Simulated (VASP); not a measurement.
Bi (a7): the lattice constant a from VASP (plane waves, PAW) at several levels of theory. Static lattice.

| level | lattice constant a (Å) |
|---|---|
| LDA | 4.498 |
| PBEsol | 4.526 |

The cell of the LDA run:

```
CELL_PARAMETERS angstrom
      4.04774    -2.24895    -0.02338
      4.04774     2.24895    -0.02338
      2.81956     0.00000     3.67323
ATOMIC_POSITIONS crystal
  Bi 0.23725 0.23725 0.23725
  Bi 0.76275 0.76275 0.76275
```

Only levels that ran to the end are used. Left out are those held back, those with too coarse a band path, GW runs whose mesh misses a band edge, hybrids' fits of cells that aren't cubic and levels without matching references; a question may draw on a part of the rest.

The compound is Bi in the a7 structure.
